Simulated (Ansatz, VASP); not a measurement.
## WS2 (Tungstenite): VASP beside Ansatz

Wanted: the spread between two codes on one cell, functional and k mesh. The cell is taken from a series of runs on this material, whose earlier steps may have relaxed, scaled, displaced or heated it; both programs get it as it stands.

Program: Ansatz 0.2.0. Level of theory: plane waves, with VASP 6.6.1 beside it; relaxation of cell and atoms at PBE with D3(BJ) and zone-centre phonons at PBE with D3(BJ). Results are calculated unless marked as measured.

## 1. Starting point

It takes space group P6_3/mmc (No. 194, hexagonal). Conventional cell: a = 3.154 Å, b = 3.154 Å, c = 12.145 Å, α = 90.00°, β = 90.00°, γ = 120.00°. W has 6 S at 2.41 Å nearest. Nearest to S lie 3 W at 2.41 Å. Farther neighbours and most contacts between anions are not listed.

## 2. VASP: relaxation of cell and atoms, PBE with D3(BJ)

The relaxed volume is the usual yardstick between codes: in a stiff, nearly cubic crystal its relative difference is about their pressure difference at one cell divided by the bulk modulus.

Lines of VASP's logs that name or quote its potential files are left out, and so is its time.

INCAR

```
SYSTEM = WS2
PREC = Accurate
ENCUT = 600
EDIFF = 1E-07
NELM = 120
ISMEAR = 0
SIGMA = 0.01
LREAL = .FALSE.
ALGO = Normal
GGA = PE
IVDW = 12
NBANDS = 24
LASPH = .TRUE.
LORBIT = 11
LWAVE = .FALSE.
LCHARG = .FALSE.
ISIF = 3
IBRION = 2
NSW = 80
EDIFFG = -0.005
GGA_COMPAT = .FALSE.
NELMIN = 4
EFERMI = MIDGAP
KPAR = 2
```

POSCAR

```
WS2
1.0
    3.1537710000      0.0000000000      0.0000000000
   -1.5768850000      2.7312460000      0.0000000000
    0.0000000000      0.0000000000     12.1446530000
W S
2 4
Direct
    0.3333331056      0.6666664226      0.2499999794
    0.6666663943      0.3333332113      0.7500000206
    0.3333331056      0.6666664226      0.6203178469
    0.6666663943      0.3333332113      0.1203178880
    0.3333331056      0.6666664226      0.8796821120
    0.6666663943      0.3333332113      0.3796821531
```

KPOINTS

```
Automatic mesh
0
Gamma
9 9 2
0 0 0
```

PAW data sets: W and S (PBE family, release 64).

Run with:

```
mpirun -np 2 vasp_std
```

Numbers of over 12 decimals in the logs are rounded to 6 here.

Log:

```text
[banner, memory and clock lines left out]
running    2 mpi-ranks, on    1 nodes
 distrk:  each k-point on    1 cores,    2 groups
 distr:  one band on    1 cores,    1 groups

 POSCAR found type information on POSCAR W S
 POSCAR found :  2 types and       6 ions
 LDA part: xc-table for (Slater+PW92), standard interpolation
 POSCAR, INCAR and KPOINTS ok, starting setup
 FFT: planning ... GRIDC
 FFT: planning ... GRID_SOFT
 FFT: planning ... GRID
 WAVECAR not read
 entering main loop
       N       E                     dE             d eps       ncg     rms          rms(c)
DAV:   1     0.213155783994E+03    0.21316E+03   -0.17911E+04  1152   0.150E+03
DAV:   2    -0.312251336916E+02   -0.24438E+03   -0.23421E+03  1520   0.310E+02
DAV:   3    -0.497120935155E+02   -0.18487E+02   -0.18347E+02  1608   0.796E+01
DAV:   4    -0.501051417213E+02   -0.39305E+00   -0.39223E+00  1536   0.125E+01
DAV:   5    -0.501164940099E+02   -0.11352E-01   -0.11344E-01  1600   0.194E+00    0.397E+01
DAV:   6    -0.477209319103E+02    0.23956E+01   -0.11126E+01  1720   0.167E+01    0.181E+01
DAV:   7    -0.474340737755E+02    0.28686E+00   -0.35303E+00  1552   0.108E+01    0.899E+00
DAV:   8    -0.473028654667E+02    0.13121E+00   -0.46733E-01  1600   0.439E+00    0.139E+00
DAV:   9    -0.472985773543E+02    0.42881E-02   -0.67457E-02  1632   0.144E+00    0.575E-01
DAV:  10    -0.472969590708E+02    0.16183E-02   -0.15137E-02  1624   0.709E-01    0.342E-01
DAV:  11    -0.472969319733E+02    0.27098E-04   -0.17779E-03  1584   0.255E-01    0.109E-01
DAV:  12    -0.472969473492E+02   -0.15376E-04   -0.42531E-04  1584   0.130E-01    0.535E-02
DAV:  13    -0.472969548019E+02   -0.74527E-05   -0.24215E-05  1584   0.311E-02    0.137E-02
DAV:  14    -0.472969544699E+02    0.33202E-06   -0.38369E-06  1624   0.103E-02    0.469E-03
DAV:  15    -0.472969548413E+02   -0.37146E-06   -0.61649E-07  1568   0.522E-03    0.433E-03
DAV:  16    -0.472969549397E+02   -0.98328E-07   -0.88320E-08  1016   0.182E-03
   1 F= -.49907374E+02 E0= -.49907374E+02  d E =-.499074E+02
[...]
2 F= -.49904172E+02 E0= -.49904172E+02  d E =0.320134E-02
[...]
3 F= -.49908146E+02 E0= -.49908146E+02  d E =-.772862E-03
[...]
4 F= -.49908147E+02 E0= -.49908147E+02  d E =-.772887E-03
 curvature:  -0.15 expect dE=-0.202E-04 dE for cont linesearch -0.131E-08
 trial: gam= 0.02543 g(F)=  0.388E-04 g(S)=  0.935E-04 ort = 0.653E-05 (trialstep = 0.861E+00)
 search vector abs. value=  0.136E-03
 bond charge predicted
       N       E                     dE             d eps       ncg     rms          rms(c)
DAV:   1    -0.472881520550E+02    0.11766E-02   -0.51928E-03  1168   0.396E-01    0.579E-02
DAV:   2    -0.472880697101E+02    0.82345E-04   -0.38567E-04  1480   0.115E-01    0.419E-02
DAV:   3    -0.472880580178E+02    0.11692E-04   -0.55936E-05  1432   0.482E-02    0.165E-02
DAV:   4    -0.472880515826E+02    0.64352E-05   -0.17103E-05  1528   0.207E-02    0.955E-03
DAV:   5    -0.472880509582E+02    0.62439E-06   -0.21537E-06  1592   0.806E-03    0.606E-03
DAV:   6    -0.472880512542E+02   -0.29599E-06   -0.84688E-07  1376   0.557E-03    0.218E-03
DAV:   7    -0.472880513608E+02   -0.10660E-06   -0.82890E-08   792   0.174E-03    0.746E-04
DAV:   8    -0.472880513412E+02    0.19575E-07   -0.20741E-08   720   0.809E-04
   5 F= -.49908200E+02 E0= -.49908200E+02  d E =-.533877E-04
 trial-energy change:   -0.000053  1 .order   -0.000052   -0.000114    0.000009
 step:   0.7998(harm=  0.7971)  dis= 0.00049  next Energy=   -49.908200 (dE=-0.537E-04)
 reached required accuracy - stopping structural energy minimisation
```

From OUTCAR (step 2):

```text
ion  position               nearest neighbor table
   1  0.333  0.667  0.250-   4 2.41   6 2.41   4 2.41   4 2.41   6 2.41   6 2.41
   2  0.667  0.333  0.750-   5 2.41   3 2.41   5 2.41   5 2.41   3 2.41   3 2.41
   3  0.333  0.667  0.620-   2 2.41   2 2.41   2 2.41
   4  0.667  0.333  0.120-   1 2.41   1 2.41   1 2.41
   5  0.333  0.667  0.880-   2 2.41   2 2.41   2 2.41
   6  0.667  0.333  0.380-   1 2.41   1 2.41   1 2.41

  LATTYP: Found a hexagonal cell.
 ALAT       =     3.1537710000
 C/A-ratio  =     3.8508353967

 Subroutine GETGRP returns: Found 24 space group operations
 (whereof 12 operations were pure point group operations)

The static configuration has the point symmetry D_3d.
 The point group associated with its full space group is D_6h.

 Found     24 irreducible k-points:

   k-points           NKPTS =     24   k-points in BZ     NKDIM =     24   number of bands    NBANDS=     24

   dimension x,y,z NGX =    28 NGY =   28 NGZ =   98
   dimension x,y,z NGXF=    56 NGYF=   56 NGZF=  196

   ENCUT  =  600.0 eV  44.10 Ry    6.64 a.u.   6.30  6.30 24.26*2*pi/ulx,y,z

   NELECT =      36.0000    total number of electrons

 k-points in reciprocal lattice and weights: Automatic mesh
   0.00000000  0.00000000  0.00000000       0.006
   0.11111111  0.00000000  0.00000000       0.037
   0.22222222 -0.00000000  0.00000000       0.037
   0.33333333  0.00000000  0.00000000       0.037
   0.44444444 -0.00000000  0.00000000       0.037
   0.11111111  0.11111111  0.00000000       0.037
   0.22222222  0.11111111  0.00000000       0.074
   0.33333333  0.11111111  0.00000000       0.074
   0.44444444  0.11111111  0.00000000       0.037
[...]
0.33333333  0.22222222  0.50000000       0.074
   0.33333333  0.33333333  0.50000000       0.012

 Edisp (eV)   -2.61882

 average (electrostatic) potential at core
       1 -39.6733       2 -39.6733       3 -85.4946       4 -85.4946       5 -85.4946
       6 -85.4946

 E-fermi :   7.1558

 k-point     1 :       0.0000    0.0000    0.0000
  band No.  band energies     occupation
    ...
     14       4.4629      2.00000
     15       4.4629      2.00000
     16       5.2483      2.00000
     17       5.3501      2.00000
     18       6.6429      2.00000
     19       8.9382      0.00000
     20       8.9382      0.00000
     21       8.9539      0.00000
     22       8.9540      0.00000
     23       8.9563      0.00000
    ...

 k-point     2 :       0.1111    0.0000    0.0000
  band No.  band energies     occupation
    ...
     14       4.1512      2.00000
     15       4.4288      2.00000
     16       5.3695      2.00000
     17       5.3715      2.00000
     18       6.2180      2.00000
     19       8.6059      0.00000
     20       8.7595      0.00000
     21       8.7988      0.00000
     22       8.9027      0.00000
     23       8.9340      0.00000
    ...

 k-point     3 :       0.2222   -0.0000    0.0000
  band No.  band energies     occupation
    ...
     14       3.9279      2.00000
     15       4.0914      2.00000
     16       4.9223      2.00000
     17       5.1460      2.00000
     18       5.2783      2.00000
     19       7.9723      0.00000
     20       8.4695      0.00000
     21       8.7533      0.00000
     22       8.9178      0.00000
     23       8.9321      0.00000
    ...

 Edisp (eV)   -2.62015

  Total       0.00412     0.00412    -0.01568     0.00000     0.00000     0.00000
  in kB       0.06325     0.06325    -0.24097     0.00000     0.00000     0.00000
  external pressure =       -0.04 kB  Pullay stress =        0.00 kB

  energy-cutoff  :      600.00
  volume of cell :      104.24
      direct lattice vectors                 reciprocal lattice vectors
     3.148955023 -0.000000001 -0.000000000     0.317565666  0.183346552  0.000000000
    -1.574477013  2.727075241  0.000000000     0.000000000  0.366693220  0.000000000
    -0.000000000 -0.000000000 12.138317826     0.000000000  0.000000000  0.082383738

 POSITION                                       TOTAL-FORCE (eV/Angst)
 -----------------------------------------------------------------------------------
     -0.00000      1.81805      3.03458        -0.000000      0.000000     -0.000000
      1.57448      0.90902      9.10374        -0.000000     -0.000000     -0.000000
     -0.00000      1.81805      7.52992        -0.000000      0.000000     -0.000753
      1.57448      0.90902      1.46077         0.000000     -0.000000     -0.000753
     -0.00000      1.81805     10.67755        -0.000000     -0.000000      0.000753
      1.57448      0.90902      4.60839         0.000000      0.000000      0.000753
 -----------------------------------------------------------------------------------
    total drift:                                0.001165      0.001120     -0.000179

  FREE ENERGIE OF THE ION-ELECTRON SYSTEM (eV)
  ---------------------------------------------------
  free  energy   TOTEN  =       -49.9081998897 eV

  energy  without entropy=      -49.9081998897  energy(sigma->0) =      -49.90819989

 reached required accuracy - stopping structural energy minimisation

 total charge
# of ion       s       p       d       tot
------------------------------------------
    1        0.570   0.723   4.266   5.558
    2        0.570   0.723   4.266   5.558
    3        1.361   2.364   0.000   3.725
    4        1.361   2.364   0.000   3.725
    5        1.361   2.364   0.000   3.725
    6        1.361   2.364   0.000   3.725
--------------------------------------------------
tot          6.585  10.901   8.532  26.017

[... 3 further parts left out ...]
```

This run has no spin polarisation, so a moment on W, if there is one, isn't seen. The data set W keeps the semicore shell frozen, which is cheaper and a little less accurate. The run keeps the 24 symmetry operations of its start, so it cannot find a distortion of lower symmetry.

## 3. Ansatz: relaxation of cell and atoms, PBE with D3(BJ)

Ansatz runs on its default PAW (the set named soft_2) files.

The same cell, functional and mesh now go to Ansatz, which takes its cutoff from its data sets.

input.yaml

```yaml
crystal:
  lattice:
    - [3.1537708558, 0.0, 0.0]
    - [-1.5768854279, 2.7312456788, 0.0]
    - [0.0, 0.0, 12.1446530499]
  atoms:
    - { symbol: W, position: [0.3333333333, 0.6666666667, 0.25] }
    - { symbol: W, position: [0.6666666667, 0.3333333333, 0.75] }
    - { symbol: S, position: [0.3333333333, 0.6666666667, 0.6203178679] }
    - { symbol: S, position: [0.6666666667, 0.3333333333, 0.1203178679] }
    - { symbol: S, position: [0.3333333333, 0.6666666667, 0.8796821321] }
    - { symbol: S, position: [0.6666666667, 0.3333333333, 0.3796821321] }
kpoints:
  mp_grid: { grid: [9, 9, 2] }
hamiltonian:
  xc: pbe
  dispersion: d3bj
scf:
  occupations: { method: fixed }
output:
  forces: true
  stress: true
  eigenvalues: true
relax:
  adjacent_minimum: "off"
  f_tol: 0.001
  max_steps: 60
  cell: { stress_tol: 0.01 }
```

Run with:

```
ansatz run input.yaml --threads 8 --pin off --max-ram 14336MiB --backend cpu --events-out ev --progress --plain --runs-dir out
```

Log:

```text
Engine: ansatz 0.2.0, x86_64-unknown-linux-gnu
Pseudopotentials: kind: paw
Pseudopotential: W, paw, valence charge 14, recommended cutoff 420 eV (normal), W.paw.azcp
Pseudopotential: S, paw, valence charge 6, recommended cutoff 420 eV (normal), S.paw.azcp
Functional definition: PBE
  parameter kappa = 0.804
  parameter beta = 0.066725
  exchange = pbe_x(kappa = kappa, mu = beta*pi^2/3)
  correlation = pbe_c(beta = beta)
Crystal: 6 atoms, lattice volume = 104.611 Å³
Basis set: ecut = 420 eV, 2033 PW (Γ), exchange–correlation on 48×48×180 points (8 copies of the dense FFT grid, shifted against one another)
Bands: 32, of which v1, the nominal top of the filled ones, is band 26 counted from 1 (25 counted from 0)
Symmetry: 24 space group operations
Space group: P63/mmc (ITA 194), of the structure as read, at distance tolerance 4.7e-5 Å
k-points: 24 of 162
Non-local potential: W, projectors of the file, l = 0: 3, l = 1: 2, l = 2: 2, l = 3: 1
Non-local potential: S, projectors of the file, l = 0: 2, l = 1: 2, l = 2: 2
PAW form: soft (Blöchl's): semilocal exchange-correlation on the pseudo side does not see the compensation charge
PAW one-centre angular grid: W, 590 points (default); XC on 64 Gauss nodes
PAW one-centre angular grid: S, 110 points (default); XC on 64 Gauss nodes
Initial density: superposition of atomic densities (neutral atoms: chi_scale 0, normalization atom), corrected by the library's trained network
Initial wavefunctions: pseudopotential atomic-orbital guess
Functional: x = pbe(κ = 0.804, μ = 0.219515), c = pbe(β = 0.066725)
SCF iter   1: F=—  HF=-24385.309435 eV  |F-HF|=—  |Δ(HF+E_count)|=         —  Δρ=5.15e-3  dr2=1.05e-2  ethr=1.77e-3  ⟨swp⟩=5.0  Hψ=3090  notcnv=0  defer=67
preconditioner: auto → Resta (q_TF=auto, 2.428 Å⁻¹)  ε∞=7.6  [insulator: Δε(μ)=0.999 eV  Ē_g=8.457 eV  n_scr=26 (ndim 8)  ℏωp=21.8 eV  f_vac=0.012  ε∞_Penn≈7.6]
SCF iter   2: F=—  HF=-24385.314995 eV  |F-HF|=—  |Δ(HF+E_count)|=   5.56e-3  Δρ=2.85e-3  dr2=2.50e-3  ethr=2.02e-5  ⟨swp⟩=2.0  Hψ=1270  notcnv=0  defer=94
SCF iter   3: F=—  HF=-24385.319337 eV  |F-HF|=—  |Δ(HF+E_count)|=   4.34e-3  Δρ=8.11e-4  dr2=4.26e-4  ethr=4.82e-6  ⟨swp⟩=2.0  Hψ=1125  notcnv=0  defer=94
SCF iter   4: F=—  HF=-24385.319599 eV  |F-HF|=—  |Δ(HF+E_count)|=   2.62e-4  Δρ=9.68e-5  dr2=1.62e-5  ethr=8.18e-7  ⟨swp⟩=2.0  Hψ=1098  notcnv=0  defer=90
SCF iter   5: F=—  HF=-24385.319668 eV  |F-HF|=—  |Δ(HF+E_count)|=   6.84e-5  Δρ=3.16e-5  dr2=1.16e-6  ethr=3.11e-8  ⟨swp⟩=2.0  Hψ=1103  notcnv=0  defer=35
SCF iter   6: F=-24385.319668 eV  HF=-24385.319668 eV  |F-HF|=6.53e-8  |Δ(HF+E_count)|=   7.18e-7  Δρ=8.24e-6  dr2=7.97e-8  ethr=1.92e-10  ⟨swp⟩=9.5  Hψ=4452  notcnv=0
SCF 1 converged in 6 iterations: F = -24385.319668 eV  dr2 = 7.97e-8
  greatest PAW one-centre occupation: 1.000 electrons in one spin orbital (limit 2), on the W atom at site 1 (counted from 0), in its partial waves of l = 0
relax step   1: F+E_penalty+E_count = -24385.31966834 eV  Δ(F+E_penalty+E_count) = +0.000e0 eV  max|allowed force component| = 1.305e-3 eV/Å  Δτ_max = 0.0000 Å  P = +0.004 GPa  Ω = 104.611 Å³  (6 SCF iters, dr2 threshold 1.00e-7 eV, accepted)
[...]
relax step   2: F+E_penalty+E_count = -24385.31966482 eV  Δ(F+E_penalty+E_count) = +3.520e-6 eV  max|allowed force component| = 2.373e-3 eV/Å  Δτ_max = 0.0002 Å  P = -0.017 GPa  Ω = 104.614 Å³  energy of the carried Pulay correction = -6.159e-7 eV  (5 SCF iters, dr2 threshold 2.17e-9 eV, rejected (line search))
[...]
relax step   3: F+E_penalty+E_count = -24385.31967306 eV  Δ(F+E_penalty+E_count) = -4.716e-6 eV  max|allowed force component| = 5.264e-5 eV/Å  Δτ_max = 0.0002 Å  P = -0.000 GPa  Ω = 104.604 Å³  energy of the carried Pulay correction = +1.304e-6 eV  (7 SCF iters, accepted)
[...]
relax step   4: F+E_penalty+E_count = -24385.31966853 eV  Δ(F+E_penalty+E_count) = +4.525e-6 eV  max|allowed force component| = 5.080e-5 eV/Å  Δτ_max = 0.0000 Å  P = -0.000 GPa  Ω = 104.604 Å³  stress off target by 4.11e-3 GPa  SCF on the basis re-selected at this cell (its energy is not comparable with the rows above)  (5 SCF iters)
basis re-selected at this cell: Δ(F+E_penalty+E_count) = +4.525e-6 eV, ΔP = +0.000 GPa vs the last step (what re-selecting the basis moved, of the pressure what is left beyond the Pulay correction that the steps carried, after the strain that the cell walked since its last selection, with what the two solves' SCF thresholds leave and, on support functions, any second-order correction that the steps lacked; it is no m [...]
SCF converged after 5 iterations
Free energy (F): -24385.319669 eV
Harris-Foulkes:  -24385.319669 eV  (|F-HF|=7.28e-12)
Internal energy: -24385.319669 eV  (E = F + TS)
E sigma→0 (E₀):  -24385.319669 eV
Fermi energy:    12.069848 eV
--- Per-component energies (eV) ---
  E_band       = -357.344350
  E_kinetic    = 1334.642419
  E_local      = -3360.518914  (includes V_loc(G=0)·N_el)
  E_nonlocal   = 114.824292
  E_hartree    = 1327.667843
  E_xc         = -925.246163
  E_vxc        = -831.361312  (∫ρ·V_xc dr)
  E_paw        = -19526.335933  (= ΣΔE_a)
  E_vpaw       = -270.266392  (= ΣTr[D̂ρ^β])
  E_aug_tail   = -0.000123  (compensation charges beyond the density's cutoff)
  E_ewald      = -3347.741802
  E_disp       = -2.611289  (pairwise vdW)
  E_smearing   = -0.000000  (= −TS)
  E_closure    = -0.000000  (closes the sum)
  Σ components = -24385.319669   (vs F -24385.319669, Δ=0.00e0)
--- Forces (eV/Å), atoms counted from 1 ---
  atom   1  W      0.00000000     0.00000000     0.00000000
  atom   2  W      0.00000000    -0.00000000     0.00000000
  atom   3  S     -0.00000000     0.00000000     0.00005080
  atom   4  S      0.00000000    -0.00000000     0.00005080
  atom   5  S     -0.00000000     0.00000000    -0.00005080
  atom   6  S     -0.00000000    -0.00000000    -0.00005080
  max |Σ_I F_I| component: 9.25e-18 eV/Å
--- Stress (GPa, compression-positive) ---
        0.002009       0.000000       0.000000
        0.000000       0.002009       0.000000
        0.000000       0.000000      -0.004108
  P = ⅓ Tr σ = -0.0000 GPa (-0.000 kbar)
--- Band table (eV; the first three rows and the last of 24) ---
  k-point 0: bands = [... 22 lower, 9.8486, 10.6494, 10.7721, 12.0698, 14.3191, 14.3191, 14.3321, 14.3321, ... 2 higher]
  k-point 1: bands = [... 22 lower, 9.8144, 9.8144, 11.7608, 11.7608, 14.3057, 14.3057, 14.3057, 14.3057, ... 2 higher]
  k-point 2: bands = [... 22 lower, 9.8197, 10.7713, 10.7928, 11.6385, 13.9918, 14.1441, 14.1804, 14.2934, ... 2 higher]
  k-point 23: bands = [... 22 lower, 8.8974, 8.8974, 11.3609, 11.3609, 13.3287, 13.3287, 14.5692, 14.5692, ... 2 higher]
--- Relaxed structure (3 steps of the walk, 2 accepted, 1 SCFs on fresh bases) ---
  F+E_penalty+E_count = -24385.31966853 eV   max|allowed force component| = 5.080e-5 eV/Å   (the final SCF, on the basis selected at the relaxed cell)
  cell:  # Å, volume = 104.6035 Å³
    - [3.154040, 0.0, 0.0]
    - [-1.577020, 2.731479, 0.0]
    - [0.0, 0.0, 12.141755]
  atoms:
    - { symbol: W, position: [0.333333, 0.666667, 0.25] }
    - { symbol: W, position: [0.666667, 0.333333, 0.75] }
    - { symbol: S, position: [0.333333, 0.666667, 0.620302] }
    - { symbol: S, position: [0.666667, 0.333333, 0.120302] }
    - { symbol: S, position: [0.333333, 0.666667, 0.879698] }
    - { symbol: S, position: [0.666667, 0.333333, 0.379698] }
```

## 4. Differences

Known differences besides the potentials themselves: fixed occupations in Ansatz, narrow Gaussian smearing in VASP; the data sets hold 52 valence electrons in Ansatz (on its default PAW (the set named soft_2) files) and 36 in VASP; the cutoff is 420 eV in Ansatz and 600 eV in VASP; Ansatz adds a Pulay correction to the stress that steers its cell, VASP none. Total energies have different zeros and are not compared.

The two programs side by side:

```csv
quantity,Ansatz,VASP,difference
volume (Å³),104.60,104.24,+0.35 %
"edge a after relaxation, in the typed setting (Å)",3.154,3.149,+0.16 %
"edge c after relaxation, in the typed setting (Å)",12.142,12.138,+0.03 %
```

[end of part 1 of 2]

[Lines on the potential files, build, host, timing and source positions are cut from VASP's logs without a mark.]

[Logs are printed without paths, hosts, clocks, repeated set-up lines and the standing remarks that a program may print on its own settings, such as how far it seeks lower states.]

[Hosts, paths, dates, database ids (printed as entryN), source tags and the programs' standing remarks are cut or masked in the printed files.]
